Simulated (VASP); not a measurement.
A run of VASP 6.6.1 is set up as follows.

File INCAR:

```
PREC = Accurate
ENCUT = 520
EDIFF = 1E-6
ISMEAR = 1
SIGMA = 0.1
LREAL = F
LASPH = T
NELM = 100
ALGO = Fast
ISIF = 2
LWAVE = F
LCHARG = F
LDIPOL = T
IDIPOL = 3
DIPOL = 0.5 0.5 0.500
GGA = PS
IBRION = 2
NSW = 100
EDIFFG = -0.015
KPAR = 8
```

KPOINTS

```
Automatic mesh
0
Gamma
  10 10 1
```

Contents of POSCAR:

```
TiC
1.0
    3.0537113450      0.0000000000      0.0000000000
    0.0000000000      3.0537113450      0.0000000000
    0.0000000000      0.0000000000     24.6372000000
Ti C
5 5
Direct
    0.5000000000      0.5000000000      0.3247122238
    0.0000000000      0.0000000000      0.4123561119
    0.5000000000      0.5000000000      0.5000000000
    0.0000000000      0.0000000000      0.5876438881
    0.5000000000      0.5000000000      0.6752877762
    0.0000000000      0.0000000000      0.3247122238
    0.5000000000      0.5000000000      0.4123561119
    1.0000000000      0.0000000000      0.5000000000
    0.5000000000      0.5000000000      0.5876438881
    0.0000000000      0.0000000000      0.6752877762
```

Potentials or basis: VASP PAW PBE potentials, release 64 (Ti_sv, C).

The run is started by

```console
$ cat potpaw_PBE.64/Ti_sv/POTCAR potpaw_PBE.64/C/POTCAR > POTCAR
$ mpirun -np 8 vasp_std > vasp.out
```

Estimate the band gap on the k mesh.

none (metal or under the smearing width).

Estimate the energy gained by relaxing.

18.5 meV/atom.

Final structure:
```yaml
crystal:
  lattice:
    - [3.05371, 0.00000, 0.00000]
    - [0.00000, 3.05371, 0.00000]
    - [0.00000, 0.00000, 24.63720]
  atoms:
    - { symbol: Ti, position: [0.50000, 0.50000, 0.32904] }
    - { symbol: Ti, position: [0.00000, 0.00000, 0.41370] }
    - { symbol: Ti, position: [0.50000, 0.50000, 0.50000] }
    - { symbol: Ti, position: [0.00000, 0.00000, 0.58630] }
    - { symbol: Ti, position: [0.50000, 0.50000, 0.67096] }
    - { symbol: C, position: [0.00000, 0.00000, 0.32458] }
    - { symbol: C, position: [0.50000, 0.50000, 0.41269] }
    - { symbol: C, position: [0.00000, 0.00000, 0.50000] }
    - { symbol: C, position: [0.50000, 0.50000, 0.58731] }
    - { symbol: C, position: [0.00000, 0.00000, 0.67542] }
```
